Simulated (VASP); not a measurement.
Method: PBE GGA, VASP's PBE PAW potentials (set 64) (plane waves; VASP 6.6.1).

VASP input:

### INCAR
```
! general
SYSTEM  = Bi
PREC    = Accurate
ENCUT   = 300
LREAL   = .FALSE.
LASPH   = .TRUE.

! electronic loop
EDIFF   = 1E-6
NELM    = 100
ALGO    = Normal
LMAXMIX = 4

! smearing
ISMEAR  = -1
SIGMA   = 0.1

! functional
GGA     = PE

! ions
ISIF    = 2

! output
LWAVE   = .FALSE.
LCHARG  = .FALSE.
```

POSCAR:
```
Bi
1
    4.2088370000     0.0000000000     0.0000000000
   -2.1044180000     3.6449600000     0.0000000000
    0.0000000000     0.0000000000    15.4253200000
Bi
2
Direct
  0.6666670000   0.3333330000   0.5462010000
  0.3333330000   0.6666670000   0.4537990000
```

KPOINTS:
```
Automatic mesh
0
Gamma
7 7 1
0 0 0
```

POTCAR, in this order: Bi_d (PBE.64 set). Program: vasp_std.

The resulting files:

File OSZICAR:
```
       N       E                     dE             d eps       ncg     rms          rms(c)
DAV:   1     0.208699832875E+03    0.20870E+03   -0.12345E+04   424   0.912E+02
DAV:   2     0.900521352415E+01   -0.19969E+03   -0.19576E+03   328   0.316E+02
DAV:   3    -0.644549663360E+01   -0.15451E+02   -0.15332E+02   349   0.112E+02
DAV:   4    -0.697524871584E+01   -0.52975E+00   -0.52905E+00   379   0.206E+01
DAV:   5    -0.699844797323E+01   -0.23199E-01   -0.23199E-01   439   0.325E+00    0.174E+00
DAV:   6    -0.696076572825E+01    0.37682E-01   -0.25625E-02   417   0.101E+00    0.104E+00
DAV:   7    -0.694113563771E+01    0.19630E-01   -0.44935E-02   342   0.135E+00    0.136E-01
DAV:   8    -0.694134709008E+01   -0.21145E-03   -0.40961E-03   367   0.667E-01    0.525E-02
DAV:   9    -0.694114950170E+01    0.19759E-03   -0.53044E-04   364   0.177E-01    0.189E-02
DAV:  10    -0.694106197351E+01    0.87528E-04   -0.10363E-04   380   0.925E-02    0.132E-02
DAV:  11    -0.694105528141E+01    0.66921E-05   -0.65168E-05   322   0.501E-02    0.539E-03
DAV:  12    -0.694108413081E+01   -0.28849E-04   -0.21059E-05   249   0.172E-02    0.454E-03
DAV:  13    -0.694117136590E+01   -0.87235E-04   -0.16132E-05   288   0.269E-02    0.247E-03
DAV:  14    -0.694122196907E+01   -0.50603E-04   -0.38017E-06   267   0.142E-02    0.126E-03
DAV:  15    -0.694124011932E+01   -0.18150E-04   -0.58608E-07   281   0.381E-03    0.809E-04
DAV:  16    -0.694125488759E+01   -0.14768E-04   -0.88002E-07   264   0.383E-03    0.311E-04
DAV:  17    -0.694125669290E+01   -0.18053E-05   -0.15939E-07   252   0.318E-03    0.201E-04
DAV:  18    -0.694125689395E+01   -0.20105E-06   -0.17708E-08   208   0.120E-03
   1 F= -.69412569E+01 E0= -.69366553E+01  d E =-.920328E-02
```

OUTCAR:
```
------------------------ aborting loop because EDIFF is reached ----------------------------------------
  FORCE on cell =-STRESS in cart. coord.  units (eV):
  Direction    XX          YY          ZZ          XY          YZ          ZX
  --------------------------------------------------------------------------------------
  Total        4.6657632      4.6657638      4.4821090      0.0000006      0.0000000     -0.0000000
  in kB       31.5896069     31.5896111     30.3461735      0.0000043      0.0000000     -0.0000000
  external PRESSURE =      31.1751305 kB  Pullay stress =       0.0000000 kB
  volume of cell :      236.64
      direct lattice vectors                 reciprocal lattice vectors
     4.208837000  0.000000000  0.000000000     0.237595326  0.137175684  0.000000000
    -2.104418000  3.644960000  0.000000000     0.000000000  0.274351433  0.000000000
     0.000000000  0.000000000 15.425320000     0.000000000  0.000000000  0.064828477
 POSITION                                       TOTAL-FORCE (eV/Angst)
 -----------------------------------------------------------------------------------
      2.10442      1.21499      8.42533        -0.000000     -0.000000      3.298055
     -0.00000      2.42997      6.99999         0.000000      0.000000     -3.298055
 -----------------------------------------------------------------------------------
    total drift:                                0.000000      0.000000      0.000000
  FREE ENERGIE OF THE ION-ELECTRON SYSTEM (eV)
  ---------------------------------------------------
  free  energy   TOTEN  =        -6.9412568939 eV

  energy  without entropy=       -6.9320536115  energy(sigma->0) =       -6.93665525
```
(Selected blocks of OUTCAR.)

At this cut-off the stress carries a Pulay error, which pulls relaxed volumes low. The cell holds a wide vacuum, so values per volume refer to the whole cell.

The cell is a sheet with vacuum, built from a generated structure.
